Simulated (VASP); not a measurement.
All values below come from PBE GGA, VASP's PBE PAW potentials (set 64) (plane waves; VASP).

Input for VASP

### POSCAR
```
NaCl
1
    0.0000000000     2.8444657525     2.8444657525
    2.8444657525     0.0000000000     2.8444657525
    2.8444657525     2.8444657525     0.0000000000
Na Cl
1 1
Direct
  0.0000000000   0.0000000000   0.0000000000
  0.5000000000   0.5000000000   0.5000000000
```

INCAR:
```
# general
SYSTEM = NaCl
PREC   = Accurate
ENCUT  = 520
LREAL  = .FALSE.   # projection in real space or not
LASPH  = .TRUE.   # aspherical one-centre terms
ICHARG = 11

# electronic loop
EDIFF  = 1E-6   # SCF stop (eV)
NELM   = 100   # most electronic steps
ALGO   = Normal   # blocked Davidson

# smearing
ISMEAR = 0   # Gaussian
SIGMA  = 0.05   # width (eV)

# functional
GGA    = PE

# output
LWAVE  = .FALSE.
LCHARG = .FALSE.
```

KPOINTS:
```
k-points along high-symmetry lines
15
Line-mode
Reciprocal
  0.000000   0.000000   0.000000 ! GAMMA
  0.500000   0.000000   0.500000 ! X

  0.500000   0.000000   0.500000 ! X
  0.625000   0.250000   0.625000 ! U

  0.375000   0.375000   0.750000 ! K
  0.000000   0.000000   0.000000 ! GAMMA

  0.000000   0.000000   0.000000 ! GAMMA
  0.500000   0.500000   0.500000 ! L

  0.500000   0.500000   0.500000 ! L
  0.500000   0.250000   0.750000 ! W

  0.500000   0.250000   0.750000 ! W
  0.500000   0.000000   0.500000 ! X
```

POTCAR, in this order: Na_pv Cl (PBE.64 set). Program: vasp_std. Read from the step before: CHGCAR.

Output

OSZICAR:
```
       N       E                     dE             d eps       ncg     rms          rms(c)
DAV:   1     0.940706273309E+02    0.94071E+02   -0.74521E+03  1986   0.128E+03
DAV:   2     0.235999034488E+01   -0.91711E+02   -0.84909E+02  2195   0.279E+02
DAV:   3    -0.620382209024E+01   -0.85638E+01   -0.85000E+01  2399   0.831E+01
DAV:   4    -0.640765742303E+01   -0.20384E+00   -0.20356E+00  2235   0.136E+01
DAV:   5    -0.641205467115E+01   -0.43972E-02   -0.43965E-02  2402   0.206E+00
DAV:   6    -0.641221187853E+01   -0.15721E-03   -0.15721E-03  2439   0.406E-01
DAV:   7    -0.641221791523E+01   -0.60367E-05   -0.60367E-05  2567   0.701E-02
DAV:   8    -0.641221816771E+01   -0.25248E-06   -0.25251E-06  2011   0.125E-02
   1 F= -.64122182E+01 E0= -.64122182E+01  d E =-.146909E-10
```

OUTCAR:
```
 val. band max:       -0.8785806724   @ k =   0.0000   0.0000   0.0000

 cond. band min:       4.1305393304   @ k =   0.0000   0.0000   0.0000



 k-point     1 :       0.0000    0.0000    0.0000
  band No.  band energies     occupation
      1     -21.7482      2.00000
      2     -21.7482      2.00000
      3     -21.7482      2.00000
      4     -13.4804      2.00000
      5      -0.8786      2.00000
      6      -0.8786      2.00000
      7      -0.8786      2.00000
      8       4.1305      0.00000
      9      10.2139      0.00000
     10      10.2139      0.00000
     11      10.2139      0.00000

 k-point     2 :       0.0357    0.0000    0.0357
  band No.  band energies     occupation
      1     -21.7485      2.00000
      2     -21.7483      2.00000
      3     -21.7483      2.00000
      4     -13.4755      2.00000
      5      -0.9145      2.00000
      6      -0.8867      2.00000
      7      -0.8867      2.00000
      8       4.1889      0.00000
      9      10.1247      0.00000
     10      10.2429      0.00000
     11      10.2429      0.00000

 k-point     3 :       0.0714    0.0000    0.0714
  band No.  band energies     occupation
      1     -21.7494      2.00000
      2     -21.7485      2.00000
      3     -21.7485      2.00000
      4     -13.4610      2.00000
      5      -1.0156      2.00000
      6      -0.9103      2.00000
      7      -0.9103      2.00000
      8       4.3571      0.00000
      9       9.8902      0.00000
     10      10.3291      0.00000
     11      10.3291      0.00000

 k-point     4 :       0.1071    0.0000    0.1071
  band No.  band energies     occupation
      1     -21.7509      2.00000
      2     -21.7489      2.00000
      3     -21.7489      2.00000
      4     -13.4378      2.00000
      5      -1.1659      2.00000
      6      -0.9480      2.00000
      7      -0.9480      2.00000
      8       4.6166      0.00000
      9       9.5741      0.00000
     10      10.4698      0.00000
...
```

The density is held fixed in this step, so its total energy and stress have no physical meaning.

The compound is NaCl in the rock salt structure. It was relaxed first.
